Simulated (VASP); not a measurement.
```
CELL_PARAMETERS angstrom
      4.40456     0.00000     0.00000
      0.00000     4.40456     0.00000
      0.00000     0.00000     4.40456
ATOMIC_POSITIONS crystal
  Fe 0.86274 0.63726 0.36274
  Fe 0.36274 0.86274 0.63726
  Fe 0.13726 0.13726 0.13726
  Fe 0.63726 0.36274 0.86274
  Si 0.15889 0.34111 0.65889
  Si 0.65889 0.15889 0.34111
  Si 0.84111 0.84111 0.84111
  Si 0.34111 0.65889 0.15889
```

Computed with PBEsol GGA, VASP's PBE PAW potentials (set 64) (plane waves; VASP 6.6.1). Run with 500 eV cut-off, 5×5×5 Γ-centred mesh, Gaussian smearing of 0.050 eV, potentials Fe Si.

**Question.** Estimate the energy per atom (σ→0).

**Answer.** 
```json
{
  "energy per atom (σ→0)": "-7.978 eV/atom"
}
```

The compound is FeSi in the B20 structure. It was relaxed first, which changed the volume by -6 %. The run is not spin-polarised, so no magnetic state was tried.
